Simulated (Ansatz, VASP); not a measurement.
# One calculation of NaLa, two programs

INCAR

```
  ALGO = Fast
  EDIFF = 1E-7
  ENCUT = 520
  ISIF = 2
  ISMEAR = 0
  LASPH = T
  LCHARG = F
  LREAL = F
  LWAVE = F
  NBANDS = 16
  NELM = 80
  PREC = Accurate
  SIGMA = 0.05
```

File KPOINTS:

```
k-points
0
Gamma
  9 9 4
```

POSCAR

```
NaLa
1.0
    3.5575116768      0.0000000000      0.0000000000
   -1.7787558384      3.0808954863      0.0000000000
    0.0000000000      0.0000000000      6.3961525823
La Na
1 1
Direct
    0.0000000000      0.0000000000      0.5000000000
    0.6666666667      0.3333333333      0.0000000000
```

input.yaml

```yaml
crystal:
  lattice:
    - [3.5575116768, 0.0, 0.0]
    - [-1.7787558384, 3.0808954863, 0.0]
    - [0.0, 0.0, 6.3961525823]
  atoms:
    - { symbol: La, position: [0.0, 0.0, 0.5] }
    - { symbol: Na, position: [0.6666666667, 0.3333333333, 0.0] }
kpoints:
  mp_grid: { grid: [9, 9, 4] }
scf:
  occupations: { method: gaussian, width: 0.05 }
hamiltonian:
  xc: lda
  pseudopotentials: { kind: all_electron, lapw: { basis_error: 0.001 } }
output:
  forces: true
  stress: true
  eigenvalues: true
```

Change from the starting cell: volume scaled by 0.96.

Alike in both runs: task single point; functional LDA; k mesh 9 × 9 × 4; occupations gaussian, width 0.05 eV; no spin polarisation.

```csv
,VASP,Ansatz
version,VASP 6.6.1,Ansatz 0.2.0
potentials or method,"VASP PAW LDA potentials, release 64 (La, Na_pv)","all-electron LAPW, scalar-relativistic"
plane-wave cutoff (eV),520,see its input
```

Ansatz gave:

```
gap on the k mesh at the Fermi level (eV)       : none
pressure (GPa)                                  : -1.6
largest component of the traceless stress (GPa) : 0.50
```

Q: Which values does VASP return?

A: gap on the k mesh at the Fermi level (eV): none; pressure (GPa): -1.6; largest component of the traceless stress (GPa): 0.54.

A gap of «none» marks a metal or a gap that the smearing closes. Ansatz ran all-electron here, so the differences hold the error of VASP's frozen core and of both bases.

Spin-orbit coupling is left out, which matters for the levels of La.
